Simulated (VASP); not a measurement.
Given:

```xyz
2
Lattice="0.0000 3.4529 3.4529 3.4529 0.0000 3.4529 3.4529 3.4529 0.0000" Properties=species:S:1:pos:R:3 pbc="T T T"
Sb     1.7264     1.7264     1.7264
Er     0.0000     0.0000     0.0000
```

These are PBE GGA, VASP's PBE PAW potentials (set 64) (plane waves; VASP) values and carry that method's errors. Numerical set-up: 400 eV cut-off, 7×7×7 Γ-centred mesh, first-order Methfessel-Paxton smearing of 0.10 eV, potentials Sb Er_3.

The 4f electrons are frozen in the core of the lanthanide potential, so 4f levels, which can set the real gap, and their magnetism are missing.

Question: Estimate the energy per atom (σ→0).

Answer: 
```yaml
energy per atom (σ→0): -4.882 eV/atom
```

The structure was generated: ErSb was put into the zincblende type (F-43m), which need not be its known phase. The cell was not relaxed at this level. The run is one of a series of settings (KPOINTS 7×7×7 Γ-centred mesh against the base run), some of them coarse on purpose.
